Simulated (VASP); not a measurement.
Given:

```
CELL_PARAMETERS angstrom
      1.59946    -2.77034     0.00000
      1.59946     2.77034     0.00000
      0.00000     0.00000     5.20529
ATOMIC_POSITIONS crystal
  Ga 0.66667 0.33333 0.50008
  Ga 0.33333 0.66667 0.00008
  N  0.66667 0.33333 0.87692
  N  0.33333 0.66667 0.37692
```

Method: revTPSS meta-GGA, VASP's PBE PAW potentials (set 64) (plane waves; VASP). Run with 520 eV cut-off, 9×9×5 Γ-centred mesh, tetrahedra with Blöchl corrections, potentials Ga_d N.

Task: Predict the energy per atom (σ→0), band gap (over mesh and band path) with the smallest direct gap where there is one.

Result: 
| Item | Result |
|---|---|
| band gap (over mesh and band path) | 1.70 eV |
| smallest direct gap (over mesh and band path) | 1.70 eV |
| energy per atom (σ→0) | -3.905 eV/atom |

Total energies compare only between runs with the same potentials, cut-off and functional.

The compound is GaN in the wurtzite structure. It was relaxed first.
